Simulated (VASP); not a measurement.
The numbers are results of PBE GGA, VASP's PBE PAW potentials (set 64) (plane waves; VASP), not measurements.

Input for VASP

### INCAR
```
SYSTEM = Ag
PREC = Accurate
ENCUT = 520
EDIFF = 1E-6
NELM = 100
ALGO = Normal
LREAL = .FALSE.
LASPH = .TRUE.
ISMEAR = 1
SIGMA = 0.1
GGA = PE
LMAXMIX = 4
LWAVE = .FALSE.
LCHARG = .FALSE.
IBRION = 2
ISIF = 3
NSW = 60
EDIFFG = -0.01
```

**KPOINTS**
```
Automatic mesh
0
Gamma
14 14 14
0 0 0
```

**POSCAR**
```
Ag
1
   -0.0000000000     2.0726947115     2.0726947115
    2.0726947115    -0.0000000000     2.0726947115
    2.0726947115     2.0726947115     0.0000000000
Ag
1
Direct
  1.0000000000   0.0000000000   0.0000000000
```

POTCAR, in this order: Ag (PBE.64 set). Program: vasp_std.

Output

File OSZICAR:
```
       N       E                     dE             d eps       ncg     rms          rms(c)
DAV:   1     0.444406202180E+02    0.44441E+02   -0.57487E+03  1952   0.110E+03
DAV:   2    -0.259005642348E+01   -0.47031E+02   -0.44873E+02  1911   0.206E+02
DAV:   3    -0.295919066213E+01   -0.36913E+00   -0.36906E+00  2216   0.228E+01
DAV:   4    -0.295991481201E+01   -0.72415E-03   -0.72414E-03  2090   0.956E-01
DAV:   5    -0.295991998519E+01   -0.51732E-05   -0.51732E-05  2134   0.763E-02    0.467E+00
DAV:   6    -0.272612855794E+01    0.23379E+00   -0.11386E+00  1910   0.115E+01    0.309E+00
DAV:   7    -0.271950851483E+01    0.66200E-02   -0.83719E-03  2028   0.103E+00    0.176E+00
DAV:   8    -0.271698866245E+01    0.25199E-02   -0.67738E-04  1945   0.266E-01    0.655E-02
DAV:   9    -0.271699648507E+01   -0.78226E-05   -0.65998E-06  2147   0.247E-02    0.139E-02
DAV:  10    -0.271700339330E+01   -0.69082E-05   -0.39656E-06  2027   0.253E-02    0.499E-03
DAV:  11    -0.271700304956E+01    0.34374E-06   -0.55352E-08   977   0.255E-03
   1 F= -.27170030E+01 E0= -.27167651E+01  d E =-.271700E+01
```

### OUTCAR
```
------------------------ aborting loop because EDIFF is reached ----------------------------------------
  FORCE on cell =-STRESS in cart. coord.  units (eV):
  Direction    XX          YY          ZZ          XY          YZ          ZX
  --------------------------------------------------------------------------------------
  Total        0.0061767      0.0061767      0.0061767      0.0000000      0.0000000      0.0000000
  in kB        0.5556919      0.5556919      0.5556919      0.0000000      0.0000000      0.0000000
  external PRESSURE =       0.5556919 kB  Pullay stress =       0.0000000 kB
  volume of cell :       17.81
      direct lattice vectors                 reciprocal lattice vectors
     0.000000000  2.072694712  2.072694712    -0.241231860  0.241231860  0.241231860
     2.072694712  0.000000000  2.072694712     0.241231860 -0.241231860  0.241231860
     2.072694712  2.072694712  0.000000000     0.241231860  0.241231860 -0.241231860
 POSITION                                       TOTAL-FORCE (eV/Angst)
 -----------------------------------------------------------------------------------
      0.00000      0.00000      0.00000         0.000000     -0.000000     -0.000000
 -----------------------------------------------------------------------------------
    total drift:                               -0.000000     -0.000000     -0.000000
  FREE ENERGIE OF THE ION-ELECTRON SYSTEM (eV)
  ---------------------------------------------------
  free  energy   TOTEN  =        -2.7170030496 eV

  energy  without entropy=       -2.7162890863  energy(sigma->0) =       -2.71676506

 reached required accuracy - stopping structural energy minimisation
```
(Selected blocks of OUTCAR.)

The compound is Ag in the fcc structure. It was relaxed first. The start is the result of an earlier pass.
